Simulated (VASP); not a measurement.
The system is SiC3.

```xyz
4
Lattice="1.4668 0.8469 4.6701 -1.4668 0.8469 4.6701 0.0000 -1.6937 4.6701" Properties=species:S:1:pos:R:3 pbc="T T T"
C     1.4668    0.8469    4.7776
C     0.0000    0.0000    6.8652
C     0.0000    0.0000    5.3190
Si    0.0000    0.0000   12.2262
```

The cell was built by a generator and needn't be a form met in nature.

The cell isn't the ideal one: biaxial_xy strain +3.6%.

Base run:

- Program: VASP 6.6.1
- Functional: r2SCAN
- Potentials or basis: VASP PAW PBE potentials, release 64 (C, Si)
- Cutoff: 520 eV
- k mesh: 10 × 10 × 10
- Occupations: gaussian, width 0.01 eV
- Spin: no spin polarisation

Its results: band gap on the k mesh 2.08 eV, indirect (least direct gap 3.00 eV); pressure -15.9 GPa; largest force 0.070 eV/Å.

Problem. The run is repeated on the same cell with these changes: functional from r2SCAN to PBE; occupations from gaussian, width 0.01 eV to fermi-dirac, width 0.02 eV. What comes out?

Solution. Band gap on the k mesh 1.82 eV, indirect (least direct gap 2.86 eV); pressure -12.5 GPa; largest force 0.238 eV/Å.

Caveats: so large a pressure means that the cell lies far from this level's equilibrium, or that cutoff or potentials fall short (some runs); the potentials were made for another functional, which shifts forces and pressure (some runs).

A k mesh can miss the band edges.
